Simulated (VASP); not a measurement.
Data:

```xyz
8
Lattice="-1.9902 1.9902 3.8859 1.9902 -1.9902 3.8859 1.9902 1.9902 -3.8859" Properties=species:S:1:pos:R:3 pbc="T T T"
Be    -1.9902     1.9902     3.8859
Be     0.0000     1.9902     1.9430
Be     1.9902     0.0000     1.9430
Zn     0.0000     0.0000     3.8859
O      0.8782     0.8782    -1.0656
O      0.8782     3.1023     1.0656
O      1.1120     1.1120     2.8203
O      1.1120    -1.1120     4.9516
```

Method: LDA (Ceperley-Alder, Perdew-Zunger), VASP's LDA PAW potentials (set 64) (plane waves; VASP). Numerical set-up: 520 eV cut-off, 9×9×9 Γ-centred mesh, tetrahedra with Blöchl corrections, potentials Be Zn O.

The cores are frozen, which limits the accuracy of field gradients.

Q: Give the principal components of the electric field gradient (V/Å²) and the asymmetry η at each nucleus.

A: 
```json
[
 {"atom": "Be1", "Vxx": "2.0", "Vyy": "2.0", "Vzz": "-4.0", "η": "0.00"},
 {"atom": "Be2", "Vxx": "-1.4", "Vyy": "-1.4", "Vzz": "2.8", "η": "0.00"},
 {"atom": "Be3", "Vxx": "-1.4", "Vyy": "-1.4", "Vzz": "2.8", "η": "0.00"},
 {"atom": "Zn4", "Vxx": "-3.6", "Vyy": "-3.6", "Vzz": "7.2", "η": "0.00"},
 {"atom": "O5", "Vxx": "8.1", "Vyy": "5.3", "Vzz": "-13.4", "η": "0.21"},
 {"atom": "O6", "Vxx": "8.1", "Vyy": "5.3", "Vzz": "-13.4", "η": "0.21"},
 {"atom": "O7", "Vxx": "8.1", "Vyy": "5.3", "Vzz": "-13.4", "η": "0.21"},
 {"atom": "O8", "Vxx": "8.1", "Vyy": "5.3", "Vzz": "-13.4", "η": "0.21"}
]
```

The structure comes from a computed database's Be3ZnO4 entry (I-42m); how it stands against other phases isn't given here. It was relaxed first, which changed the volume by -6 %.
